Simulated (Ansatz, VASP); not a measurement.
**SbMo2N: VASP beside Ansatz**

Aim: how closely do two programs agree when they are given the same cell, functional and k mesh? The cell is invented: As first built, before any earlier steps moved the atoms (in the runner's words): it takes the MoP structure with some of its atoms replaced by other elements, volume scaled by an estimate. It may not be a known or stable phase. The cell is taken from a series of VASP runs on this material, whose earlier steps may have relaxed, scaled or displaced it; both programs get it as it stands.

Calculated with Ansatz 0.2.0; plane waves, with VASP 6.6.1 beside it; relaxation of cell and atoms at PBE.

**1. The structure**

It takes space group P-6m2 (No. 187, hexagonal). The conventional cell has a = 3.114 Å, b = 3.114 Å, c = 6.914 Å, α = 90.00°, β = 90.00°, γ = 120.00°. Sb has 6 Mo at 2.80 Å and 6 Sb at 3.11 Å nearest. Nearest to Mo lie 3 N at 2.22 Å. Nearest to N lie 6 Mo at 2.22 Å. As first built, before any earlier steps moved the atoms (in the runner's words): sites of the MoP structure (space group 187) filled with other elements, volume scaled by an estimate. Farther neighbours and most contacts between anions are not listed.

**2. Ansatz: relaxation of cell and atoms, PBE**

Ansatz runs on its default PAW (the set named soft_2) files.

The relaxed volume is the usual yardstick between codes: its relative difference is about their pressure difference at one cell divided by the bulk modulus.

input.yaml reads:

```yaml
crystal:
  lattice:
    - [3.1135837604, 0.0, 0.0]
    - [-1.5567918802, 2.6964427163, 0.0]
    - [0.0, 0.0, 6.9141503104]
  atoms:
    - { symbol: Sb, position: [0.33333333, 0.66666667, 0.0] }
    - { symbol: Mo, position: [0.0, 0.0, 0.311154561] }
    - { symbol: Mo, position: [0.0, 0.0, 0.688845439] }
    - { symbol: "N", position: [0.33333333, 0.66666667, 0.5] }
hamiltonian:
  xc: pbe
  pseudopotentials: { kind: paw }
kpoints:
  mp_grid: { grid: [8, 8, 4] }
scf:
  occupations: { method: fermi_dirac, width: 0.05 }
relax:
  f_tol: 0.01
  max_steps: 60
  cell: { stress_tol: 0.05 }
output:
  forces: true
  stress: true
```

Run with:

```sh
$ ansatz run input.yaml --threads 4 --pin off --max-ram 9216MiB --backend cpu --events-out ev --progress --plain --runs-dir out
```

Numbers of over 12 decimals in the logs are rounded to 6 here.

The program printed:

```text
Engine: ansatz 0.2.0, aarch64-unknown-linux-gnu
Pseudopotentials: kind: paw
Pseudopotential: Sb, paw, valence charge 15, recommended cutoff 420 eV (normal), Sb.paw.azcp
Pseudopotential: Mo, paw, valence charge 14, recommended cutoff 420 eV (normal), Mo.paw.azcp
Pseudopotential: N, paw, valence charge 5, recommended cutoff 420 eV (normal), N.paw.azcp
Functional definition: PBE
  parameter kappa = 0.804
  parameter beta = 0.066725
  exchange = pbe_x(kappa = kappa, mu = beta*pi^2/3)
  correlation = pbe_c(beta = beta)
Crystal: 4 atoms, lattice volume = 58.048 Å³
Basis set: ecut = 420 eV, 1115 PW (Γ), exchange–correlation on 48×48×96 points (8 copies of the dense FFT grid, shifted against one another)
Bands: 29, of which v1, the nominal top of the filled ones, is band 24 counted from 1 (23 counted from 0)
Symmetry: 12 space group operations
Space group: P-6m2 (ITA 187), of the structure as read, at distance tolerance 3.9e-5 Å
k-points: 30 of 256 (time reversal used)
Non-local potential: Sb, projectors of the file, l = 0: 2, l = 1: 2, l = 2: 2, l = 3: 2
Non-local potential: Mo, projectors of the file, l = 0: 3, l = 1: 2, l = 2: 2, l = 3: 1
Non-local potential: N, projectors of the file, l = 0: 2, l = 1: 2, l = 2: 1
PAW form: soft (Blöchl's): semilocal exchange-correlation on the pseudo side does not see the compensation charge
PAW one-centre angular grid: Sb, 590 points (default); XC on 64 Gauss nodes
PAW one-centre angular grid: Mo, 590 points (default); XC on 64 Gauss nodes
PAW one-centre angular grid: N, 110 points (default); XC on 64 Gauss nodes
Initial density: superposition of atomic densities (neutral atoms: chi_scale 0, normalization atom), corrected by the library's trained network
Initial wavefunctions: pseudopotential atomic-orbital guess
Functional: x = pbe(κ = 0.804, μ = 0.219515), c = pbe(β = 0.066725)
SCF iter   1: F=—  HF=-16779.920418 eV  |F-HF|=—  |Δ(HF+E_count)|=         —  Δρ=1.10e-2  dr2=1.02e-1  ethr=1.77e-3  ⟨swp⟩=6.0  Hψ=3540  notcnv=0
preconditioner: auto → Kerker (q_TF=auto, 2.643 Å⁻¹)  [metal: Δε(μ)=0.034 eV  Ē_g=7.020 eV  σ=0.050 eV  W_gap=0.17  n_scr=22 (ndim 8)  ℏωp=22.9 eV  f_vac=0.000  D(μ)=1.73/eV (n_scr^D=4)]
SCF iter   2: F=—  HF=-16779.915922 eV  |F-HF|=—  |Δ(HF+E_count)|=   4.50e-3  Δρ=6.37e-3  dr2=4.15e-2  ethr=2.12e-4  ⟨swp⟩=1.3  Hψ=1123  notcnv=0
SCF iter   3: F=—  HF=-16779.911743 eV  |F-HF|=—  |Δ(HF+E_count)|=   4.18e-3  Δρ=9.42e-4  dr2=1.61e-3  ethr=8.65e-5  ⟨swp⟩=2.0  Hψ=1149  notcnv=0
SCF iter   4: F=—  HF=-16779.911479 eV  |F-HF|=—  |Δ(HF+E_count)|=   2.64e-4  Δρ=3.49e-4  dr2=1.01e-4  ethr=3.36e-6  ⟨swp⟩=2.0  Hψ=1069  notcnv=0
SCF iter   5: F=—  HF=-16779.911475 eV  |F-HF|=—  |Δ(HF+E_count)|=   4.20e-6  Δρ=8.49e-5  dr2=5.24e-6  ethr=2.09e-7  ⟨swp⟩=2.0  Hψ=1159  notcnv=0
SCF iter   6: F=—  HF=-16779.911498 eV  |F-HF|=—  |Δ(HF+E_count)|=   2.27e-5  Δρ=2.83e-5  dr2=5.50e-7  ethr=1.09e-8  ⟨swp⟩=2.0  Hψ=1349  notcnv=0
SCF iter   7: F=-16779.911498 eV  HF=-16779.911498 eV  |F-HF|=3.18e-9  |Δ(HF+E_count)|=   2.11e-9  Δρ=6.44e-6  dr2=2.70e-8  ethr=2.08e-10  ⟨swp⟩=4.5  Hψ=2816  notcnv=0
SCF 1 converged in 7 iterations: F = -16779.911498 eV  dr2 = 2.70e-8
  greatest PAW one-centre occupation: 0.998 electrons in one spin orbital (limit 2), on the Mo atom at site 2 (counted from 0), in its partial waves of l = 0
relax step   1: F+E_penalty+E_count = -16779.91149769 eV  Δ(F+E_penalty+E_count) = +0.000e0 eV  max|allowed force component| = 3.396e-2 eV/Å  Δτ_max = 0.0000 Å  P = -0.167 GPa  Ω = 58.048 Å³  (7 SCF iters, dr2 threshold 1.00e-7 eV, accepted)
[...]
relax step   2: F+E_penalty+E_count = -16779.91161227 eV  Δ(F+E_penalty+E_count) = -1.146e-4 eV  max|allowed force component| = 1.300e-2 eV/Å  Δτ_max = 0.0022 Å  P = +0.013 GPa  Ω = 57.990 Å³  energy of the carried Pulay correction = +7.351e-5 eV  (6 SCF iters, dr2 threshold 1.69e-7 eV, accepted)
[...]
relax step   3: F+E_penalty+E_count = -16779.91167807 eV  Δ(F+E_penalty+E_count) = -6.581e-5 eV  max|allowed force component| = 3.119e-3 eV/Å  Δτ_max = 0.0009 Å  P = -0.006 GPa  Ω = 58.002 Å³  energy of the carried Pulay correction = +5.770e-5 eV  (6 SCF iters, dr2 threshold 1.33e-7 eV, accepted)
[...]
relax step   4: F+E_penalty+E_count = -16779.91164793 eV  Δ(F+E_penalty+E_count) = +3.014e-5 eV  max|allowed force component| = 3.153e-3 eV/Å  Δτ_max = 0.0000 Å  P = -0.007 GPa  Ω = 58.002 Å³  stress off target by 1.93e-2 GPa  SCF on the basis re-selected at this cell (its energy is not comparable with the rows above)  (8 SCF iters)
basis re-selected at this cell: Δ(F+E_penalty+E_count) = +3.014e-5 eV, ΔP = -0.001 GPa vs the last step (what re-selecting the basis moved, of the pressure what is left beyond the Pulay correction that the steps carried, after the strain that the cell walked since its last selection, with what the two solves' SCF thresholds leave and, on support functions, any second-order correction that the steps lacked; it is no m [...]
SCF converged after 8 iterations
Free energy (F): -16779.911648 eV
Harris-Foulkes:  -16779.911648 eV  (|F-HF|=3.64e-12)
Internal energy: -16779.897388 eV  (E = F + TS)
E sigma→0 (E₀):  -16779.904518 eV
Entropy (-TS):   -0.014260 eV (-3.565 meV/atom)
Fermi energy:    18.642377 eV
--- Per-component energies (eV) ---
  E_band       = -188.557354
  E_kinetic    = 1222.469074
  E_local      = -2994.245891  (includes V_loc(G=0)·N_el)
  E_nonlocal   = 696.976973
  E_hartree    = 1162.199225
  E_xc         = -566.336970
  E_vxc        = -632.101455  (∫ρ·V_xc dr)
  E_paw        = -11107.916361  (= ΣΔE_a)
  E_vpaw       = -806.054651  (= ΣTr[D̂ρ^β])
  E_aug_tail   = 0.000146  (compensation charges beyond the density's cutoff)
  E_ewald      = -5193.043583
  E_smearing   = -0.014260  (= −TS)
  E_closure    = -0.000000  (closes the sum)
  Σ components = -16779.911648   (vs F -16779.911648, Δ=0.00e0)
--- Forces (eV/Å), atoms counted from 1 ---
  atom   1  Sb     0.00000000     0.00000000    -0.00000000
  atom   2  Mo     0.00000000     0.00000000     0.00315337
  atom   3  Mo     0.00000000     0.00000000    -0.00315337
  atom   4  N      0.00000000     0.00000000    -0.00000000
  max |Σ_I F_I| component: 6.29e-16 eV/Å
--- Stress (GPa, compression-positive) ---
       -0.000975      -0.000000      -0.000000
        0.000000      -0.000975      -0.000000
       -0.000000      -0.000000      -0.019315
  P = ⅓ Tr σ = -0.0071 GPa (-0.071 kbar)
--- Relaxed structure (3 steps of the walk, 3 accepted, 1 SCFs on fresh bases) ---
  F+E_penalty+E_count = -16779.91164793 eV   max|allowed force component| = 3.153e-3 eV/Å   (the final SCF, on the basis selected at the relaxed cell)
  cell:  # Å, volume = 58.0023 Å³
    - [3.111113, -1.37154160706732e-19, 0]
    - [-1.555557, 2.694303, 0]
    - [0, 0, 6.919630]
  atoms:
    - { symbol: Sb, position: [0.333333, 0.666667, 0] }
    - { symbol: Mo, position: [-1.8511476245582555e-17, 1.8503717008154222e-17, 0.311343] }
    - { symbol: Mo, position: [-1.8495957770725888e-17, 1.8503717008154225e-17, 0.688657] }
    - { symbol: N, position: [0.333333, 0.666667, 0.500000] }
```

Wall time 4 s (4 threads of Arm Neoverse V2, shared host); peak memory 0.37 GiB; 14 s of CPU time.

**3. VASP: relaxation of cell and atoms, PBE**

The same cell, functional, mesh and smearing now go to VASP, with its own data sets and cutoff.

Lines of VASP's logs that name or quote its potential files are left out, and so is its time.

INCAR reads:

```
SYSTEM = SbMo2N
PREC = Accurate
ENCUT = 520
EDIFF = 1E-06
NELM = 100
ISMEAR = -1
SIGMA = 0.05
LREAL = .FALSE.
ALGO = Normal
GGA = PE
NBANDS = 25
LORBIT = 11
LWAVE = .FALSE.
LCHARG = .FALSE.
KPAR = 2
IBRION = 2
NSW = 60
ISIF = 3
EDIFFG = -0.01
```

POSCAR reads:

```
SbMo2N
1.0
    3.1135837604      0.0000000000      0.0000000000
   -1.5567918802      2.6964427163      0.0000000000
    0.0000000000      0.0000000000      6.9141503104
Sb Mo N
1 2 1
Direct
    0.3333333300      0.6666666700      0.0000000000
    0.0000000000      0.0000000000      0.3111545610
    0.0000000000      0.0000000000      0.6888454390
    0.3333333300      0.6666666700      0.5000000000
```

KPOINTS reads:

```
Automatic mesh
0
Gamma
8 8 4
0 0 0
```

PAW data sets: Sb, Mo_sv and N (PBE family, release 64).

Run with:

```sh
$ mpirun -np 2 vasp_std
```

The program printed:

```text
[banner, memory and clock lines left out]
running    2 mpi-ranks, on    1 nodes
 distrk:  each k-point on    1 cores,    2 groups
 distr:  one band on    1 cores,    1 groups

 POSCAR found type information on POSCAR SbMoN
 POSCAR found :  3 types and       4 ions
 LDA part: xc-table for (Slater+PW92), standard interpolation
 POSCAR, INCAR and KPOINTS ok, starting setup
 FFT: planning ... GRIDC
 FFT: planning ... GRID_SOFT
 FFT: planning ... GRID
 WAVECAR not read
 entering main loop
       N       E                     dE             d eps       ncg     rms          rms(c)
DAV:   1     0.385499044283E+03    0.38550E+03   -0.22161E+04  1508   0.150E+03
DAV:   2    -0.217019254087E+02   -0.40720E+03   -0.40073E+03  1840   0.437E+02
DAV:   3    -0.368649591961E+02   -0.15163E+02   -0.14920E+02  1920   0.863E+01
DAV:   4    -0.371195076424E+02   -0.25455E+00   -0.25392E+00  1685   0.119E+01
DAV:   5    -0.371241947170E+02   -0.46871E-02   -0.46819E-02  1945   0.159E+00    0.265E+01
DAV:   6    -0.343058517325E+02    0.28183E+01   -0.21599E+01  1733   0.286E+01    0.797E+00
DAV:   7    -0.338461156069E+02    0.45974E+00   -0.29434E+00  1791   0.102E+01    0.597E+00
DAV:   8    -0.337807608121E+02    0.65355E-01   -0.42357E-01  1620   0.450E+00    0.543E-01
DAV:   9    -0.337793410749E+02    0.14197E-02   -0.29444E-02  1886   0.979E-01    0.264E-01
DAV:  10    -0.337790361334E+02    0.30494E-03   -0.24209E-03  1821   0.412E-01    0.961E-02
DAV:  11    -0.337790639464E+02   -0.27813E-04   -0.26876E-04  2017   0.139E-01    0.385E-02
DAV:  12    -0.337790763532E+02   -0.12407E-04   -0.83657E-05  1777   0.552E-02    0.180E-02
DAV:  13    -0.337790731349E+02    0.32182E-05   -0.14928E-05  1635   0.218E-02    0.509E-03
DAV:  14    -0.337790728977E+02    0.23719E-06   -0.10283E-06  1014   0.776E-03
   1 F= -.33779073E+02 E0= -.33771897E+02  d E =-.337791E+02
 curvature:   0.00 expect dE= 0.000E+00 dE for cont linesearch  0.000E+00
 trial: gam= 0.00000 g(F)=  0.159E-07 g(S)=  0.113E-03 ort = 0.000E+00 (trialstep = 0.100E+01)
 search vector abs. value=  0.113E-03
 bond charge predicted
       N       E                     dE             d eps       ncg     rms          rms(c)
DAV:   1    -0.337797219091E+02   -0.64877E-03   -0.23342E-02  1527   0.128E+00    0.203E-01
DAV:   2    -0.337792018528E+02    0.52006E-03   -0.25109E-03  1636   0.319E-01    0.612E-02
DAV:   3    -0.337791112241E+02    0.90629E-04   -0.28931E-04  1708   0.968E-02    0.307E-02
DAV:   4    -0.337790922028E+02    0.19021E-04   -0.61917E-05  1751   0.578E-02    0.991E-03
DAV:   5    -0.337790909595E+02    0.12433E-05   -0.25608E-06  1455   0.128E-02    0.578E-03
DAV:   6    -0.337790899849E+02    0.97464E-06   -0.45302E-07   814   0.527E-03
   2 F= -.33779090E+02 E0= -.33771868E+02  d E =-.170871E-04
 trial-energy change:   -0.000017  1 .order   -0.000019   -0.000113    0.000075
 step:   0.5993(harm=  0.5993)  dis= 0.00001  next Energy=   -33.779107 (dE=-0.338E-04)
 bond charge predicted
       N       E                     dE             d eps       ncg     rms          rms(c)
DAV:   1    -0.337792054813E+02   -0.11452E-03   -0.37397E-03  1525   0.513E-01    0.815E-02
DAV:   2    -0.337791209611E+02    0.84520E-04   -0.39913E-04  1637   0.127E-01    0.244E-02
DAV:   3    -0.337791074228E+02    0.13538E-04   -0.45525E-05  1682   0.385E-02    0.122E-02
DAV:   4    -0.337791052607E+02    0.21622E-05   -0.98030E-06  1740   0.230E-02    0.400E-03
DAV:   5    -0.337791056434E+02   -0.38278E-06   -0.36924E-07   792   0.509E-03
   3 F= -.33779106E+02 E0= -.33771902E+02  d E =-.327457E-04
 curvature:  -0.30 expect dE=-0.107E-04 dE for cont linesearch -0.693E-07
 trial: gam= 0.36238 g(F)=  0.591E-05 g(S)=  0.298E-04 ort =-0.511E-05 (trialstep = 0.920E+00)
 search vector abs. value=  0.469E-04
 reached required accuracy - stopping structural energy minimisation
```

Parts of OUTCAR (step 3):

```text
ion  position               nearest neighbor table
   1  0.333  0.667  0.000-   2 2.80   3 2.80   2 2.80   3 2.80   2 2.80   3 2.80
   2  0.000  0.000  0.311-   4 2.22   4 2.22   4 2.22   3 2.61   1 2.80   1 2.80   1 2.80
   3  0.000  0.000  0.689-   4 2.22   4 2.22   4 2.22   2 2.61   1 2.80   1 2.80   1 2.80
   4  0.333  0.667  0.500-   2 2.22   3 2.22   2 2.22   3 2.22   2 2.22   3 2.22

  LATTYP: Found a hexagonal cell.
 ALAT       =     3.1135837604
 C/A-ratio  =     2.2206405359

 Subroutine GETGRP returns: Found 12 space group operations
 (whereof 12 operations were pure point group operations)

The static configuration has the point symmetry D_3h.

 Found     30 irreducible k-points:

   k-points           NKPTS =     30   k-points in BZ     NKDIM =     30   number of bands    NBANDS=     25

   dimension x,y,z NGX =    24 NGY =   24 NGZ =   54
   dimension x,y,z NGXF=    48 NGYF=   48 NGZF=  108

   ENCUT  =  520.0 eV  38.22 Ry    6.18 a.u.   5.79  5.79 12.86*2*pi/ulx,y,z

   NELECT =      38.0000    total number of electrons

 k-points in reciprocal lattice and weights: Automatic mesh
   0.00000000  0.00000000  0.00000000       0.004
   0.12500000  0.00000000  0.00000000       0.023
   0.25000000  0.00000000  0.00000000       0.023
   0.37500000 -0.00000000  0.00000000       0.023
   0.50000000  0.00000000  0.00000000       0.012
   0.12500000  0.12500000  0.00000000       0.023
   0.25000000  0.12500000  0.00000000       0.047
   0.37500000  0.12500000  0.00000000       0.047
   0.25000000  0.25000000  0.00000000       0.023
[...]
0.25000000  0.25000000  0.50000000       0.023
   0.37500000  0.25000000  0.50000000       0.023

 average (electrostatic) potential at core
       1 -80.8935       2 -69.9501       3 -69.9501       4 -57.8665

 E-fermi :  12.1979

 k-point     1 :       0.0000    0.0000    0.0000
  band No.  band energies     occupation
    ...
     15       8.4595      2.00000
     16      10.9159      2.00000
     17      10.9159      2.00000
     18      11.1418      2.00000
     19      11.1418      2.00000
     20      13.2405      0.00000
     21      13.2405      0.00000
     22      13.3457      0.00000
     23      14.4425      0.00000
     24      14.8996      0.00000
    ...

 k-point     2 :       0.1250    0.0000    0.0000
  band No.  band energies     occupation
    ...
     15       8.6274      2.00000
     16      10.4929      2.00000
     17      10.7681      2.00000
     18      10.9116      2.00000
     19      11.4780      2.00000
     20      12.7243      0.00005
     21      13.1610      0.00000
     22      14.3965      0.00000
     23      14.4072      0.00000
     24      15.1039      0.00000
    ...

 k-point     3 :       0.2500    0.0000    0.0000
  band No.  band energies     occupation
    ...
     14       8.0999      2.00000
     15       8.6663      2.00000
     16       9.5996      2.00000
     17      10.4728      2.00000
     18      11.1794      2.00000
     19      12.3777      0.05332
     20      12.5779      0.00100
     21      12.9967      0.00000
     22      13.3944      0.00000
     23      14.5264      0.00000
    ...

  Total       -0.0337991     -0.0337991     -0.0137872     -0.0000000      0.0000000      0.0000000
  in kB       -0.9324201     -0.9324202     -0.3803510     -0.0000000      0.0000000      0.0000000
  external PRESSURE =      -0.7483971 kB  Pullay stress =       0.0000000 kB

  energy-cutoff  :      520.00
  volume of cell :       58.08
      direct lattice vectors                 reciprocal lattice vectors
     3.113281111 -0.000000000  0.000000000     0.321204531  0.185447517 -0.000000000
    -1.556640555  2.696180614 -0.000000000     0.000000000  0.370895034 -0.000000000
     0.000000000  0.000000000  6.918888086    -0.000000000  0.000000000  0.144531894

 POSITION                                       TOTAL-FORCE (eV/Angst)
 -----------------------------------------------------------------------------------
     -0.00000      1.79745      6.91889        -0.000000      0.000000     -0.000000
      0.00000      0.00000      2.15283         0.000000      0.000000      0.007827
      0.00000      0.00000      4.76606        -0.000000     -0.000000     -0.007827
     -0.00000      1.79745      3.45944         0.000000     -0.000000     -0.000000
 -----------------------------------------------------------------------------------
    total drift:                                0.000010     -0.000006     -0.000000

  FREE ENERGIE OF THE ION-ELECTRON SYSTEM (eV)
  ---------------------------------------------------
  free  energy   TOTEN  =       -33.7791056434 eV

  energy  without entropy=      -33.7646988370  energy(sigma->0) =      -33.77190224

 reached required accuracy - stopping structural energy minimisation

 total charge
# of ion       s       p       d       tot
------------------------------------------
    1        1.103   1.355   0.104   2.561
    2        2.256   6.172   3.969  12.397
    3        2.256   6.172   3.969  12.397
    4        1.242   2.393   0.000   3.635
--------------------------------------------------
tot          6.857  16.091   8.042  30.990

[... 3 further parts left out ...]
```

This run has no spin polarisation, so a moment on Mo, if there is one, isn't seen. The run keeps the 12 symmetry operations of its start, so it cannot find a distortion of lower symmetry.

**4. Comparison**

Known differences besides the potentials themselves: both relaxations stop at a tolerance, which leaves soft axes loose, and VASP keeps its plane-wave basis; the data sets hold 48 valence electrons in Ansatz (default PAW (the set named soft_2) files) and 38 in VASP; the cutoff is 420 eV in Ansatz and 520 eV in VASP; VASP leaves aspherical gradient terms in its spheres out (LASPH is not set), Ansatz keeps them; Ansatz adds a Pulay correction to the stress that steers its cell, VASP none. Total energies have different zeros and are not compared.

Compared:

```csv
quantity,Ansatz,VASP,difference
volume (Å³),58.00,58.08,-0.13 %
"edge a after relaxation, in the typed setting (Å)",3.111,3.113,-0.07 %
"edge c after relaxation, in the typed setting (Å)",6.920,6.919,+0.01 %
```

The walks stopped with -0.01 GPa left in Ansatz and -0.07 GPa in VASP; each walk ends within a tolerance, so the volume difference is uncertain by about these residues over the bulk modulus, most in soft cells.

**5. Results**

* difference in volume (relaxation of cell and atoms, PBE): -0.13 %

In words: The difference in volume is -0.13 % (relaxation of cell and atoms, PBE), within the 1.2 % picked in this series as the mark of a large difference, as far as the stopping tolerances let one tell. How closely two codes agree says nothing of how well the functional describes the real material.

[Lines on the potential files, build, host, timing and source positions are cut from VASP's logs without a mark.]

[Logs are printed without paths, hosts, clocks, repeated set-up lines and the standing remarks that a program may print on its own settings, such as how far it seeks lower states.]

[Hosts, paths, dates, database ids (printed as entryN), source tags and the programs' standing remarks are cut or masked in the printed files.]
